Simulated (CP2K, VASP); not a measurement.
Given: the input of a run of CP2K 2026.2 on K2CuBr2F2. The cell comes from a database or a generator and needn't be the stable form of this composition.

The input k2cubr2f2_scf.inp:

```
&GLOBAL
  PROJECT k2cubr2f2_scf
  RUN_TYPE ENERGY_FORCE
  PRINT_LEVEL LOW
&END GLOBAL
&FORCE_EVAL
  METHOD QS
  STRESS_TENSOR ANALYTICAL
  &DFT
    BASIS_SET_FILE_NAME BASIS_MOLOPT_UZH
    POTENTIAL_FILE_NAME POTENTIAL_UZH
    &MGRID
      CUTOFF 750
      REL_CUTOFF 60
      NGRIDS 4
    &END MGRID
    &QS
      METHOD GPW
      EPS_DEFAULT 1.0E-10
    &END QS
    &KPOINTS
      SCHEME MONKHORST-PACK 5 5 4
      GAMMA_CENTERED T
      SYMMETRY T
      SYMMETRY_BACKEND SPGLIB
    &END KPOINTS
    &SCF
      SCF_GUESS ATOMIC
      EPS_SCF 1.0E-6
      MAX_SCF 100
      ADDED_MOS 23
      CHOLESKY OFF
      EPS_EIGVAL 1.0E-7
      &DIAGONALIZATION ON
        ALGORITHM STANDARD
      &END DIAGONALIZATION
      &MIXING ON
        METHOD BROYDEN_MIXING
        ALPHA 0.4
        BETA 1.5
        NBUFFER 8
      &END MIXING
      &SMEAR ON
        METHOD GAUSSIAN
        SIGMA [eV] 0.1
      &END SMEAR
    &END SCF
    &XC
      &XC_FUNCTIONAL PBE
      &END XC_FUNCTIONAL
    &END XC
    &PRINT
      &KPOINTS ON
      &END KPOINTS
      &MULLIKEN ON
      &END MULLIKEN
      &MO ON
        ENERGIES T
        OCCUPATION_NUMBERS T
        &EACH
          QS_SCF 0
        &END EACH
        ADD_LAST NUMERIC
      &END MO
      &LOWDIN ON
      &END LOWDIN
      &HIRSHFELD ON
        SHAPE_FUNCTION DENSITY
      &END HIRSHFELD
    &END PRINT
  &END DFT
  &SUBSYS
    &CELL
      A 5.0293070000 0.0000000000 0.0000000000
      B 0.0000000000 5.0293070000 0.0000000000
      C 0.0000000000 0.0000000000 6.6348630000
      PERIODIC XYZ
    &END CELL
    &COORD
      Br  2.5146535000 0.0000000000 0.0000000000
      Br  0.0000000000 2.5146535000 0.0000000000
      Cu  0.0000000000 0.0000000000 0.0000000000
      K   2.5146535000 0.0000000000 3.3174315000
      K   0.0000000000 2.5146535000 3.3174315000
      F   2.5146535000 2.5146535000 3.3174315000
      F   0.0000000000 0.0000000000 3.3174315000
    &END COORD
    &KIND Br
      BASIS_SET TZVP-MOLOPT-PBE-GTH-q7
      POTENTIAL GTH-PBE-q7
    &END KIND
    &KIND Cu
      BASIS_SET TZVP-MOLOPT-PBE-GTH-q11
      POTENTIAL GTH-PBE-q11
    &END KIND
    &KIND K
      BASIS_SET TZVP-MOLOPT-PBE-GTH-q9
      POTENTIAL GTH-PBE-q9
    &END KIND
    &KIND F
      BASIS_SET TZVP-MOLOPT-PBE-GTH-q7
      POTENTIAL GTH-PBE-q7
    &END KIND
    &PRINT
      &ATOMIC_COORDINATES ON
      &END ATOMIC_COORDINATES
      &CELL ON
      &END CELL
    &END PRINT
  &END SUBSYS
  &PRINT
    &FORCES ON
    &END FORCES
    &STRESS_TENSOR ON
    &END STRESS_TENSOR
  &END PRINT
&END FORCE_EVAL
```

Potentials or basis: POTENTIAL_UZH Br GTH-PBE-q7, Cu GTH-PBE-q11, K GTH-PBE-q9, F GTH-PBE-q7; TZVP-MOLOPT-PBE-GTH basis.

Run with:

```sh
$ OMP_NUM_THREADS=1 cp2k.psmp -i k2cubr2f2_scf.inp -o k2cubr2f2_scf.out
```

Translate it to VASP 6.6.1. Potentials or basis there: PBE PAW files Br, Cu, F, K_sv, release 54, 520 eV.

As run (cutoffs and basis follow the program's own potentials, and thresholds, step limits or extra output files can differ):

Contents of INCAR:

```
SYSTEM = K2CuBr2F2
PREC     = Accurate       ! precision mode
ENCUT    = 520            ! plane-wave cutoff, eV
EDIFF    = 1E-6           ! SCF threshold, eV
ISMEAR   = 0              ! smearing method
SIGMA    = 0.1            ! smearing width, eV
LREAL    = .FALSE.        ! projectors in reciprocal space
LASPH    = .TRUE.         ! aspherical terms in the spheres
NELM     = 100            ! most SCF steps
ALGO     = Fast           ! electronic algorithm
ISIF     = 2              ! what is computed and relaxed
LWAVE    = .FALSE.        ! write WAVECAR
LCHARG   = .TRUE.         ! write CHGCAR
GGA      = PE             ! functional
LELF     = .TRUE.         ! ELF
LVHAR    = .TRUE.
```

File KPOINTS:

```
regular mesh
0
G
  5 5 4
  0 0 0
```

POSCAR

```
K2CuBr2F2
1.0
    5.0293070000      0.0000000000      0.0000000000
    0.0000000000      5.0293070000      0.0000000000
    0.0000000000      0.0000000000      6.6348630000
Br Cu K F
2 1 2 2
Direct
    0.5000000000      0.0000000000      0.0000000000
    0.0000000000      0.5000000000      0.0000000000
    0.0000000000      0.0000000000      0.0000000000
    0.5000000000      0.0000000000      0.5000000000
    0.0000000000      0.5000000000      0.5000000000
    0.5000000000      0.5000000000      0.5000000000
    0.0000000000      0.0000000000      0.5000000000
```

Potentials or basis: VASP PAW PBE potentials, release 54 (Br, Cu, K_sv, F).

The run is started by

```sh
$ cat potpaw_PBE.54/Br/POTCAR potpaw_PBE.54/Cu/POTCAR potpaw_PBE.54/K_sv/POTCAR potpaw_PBE.54/F/POTCAR > POTCAR
$ mpirun -np 1 vasp_std > vasp.out
```

Both were run:

|  | CP2K | VASP |
| --- | --- | --- |
| Pressure | 1.1 GPa | 1.0 GPa |

Pressure is positive in compression.
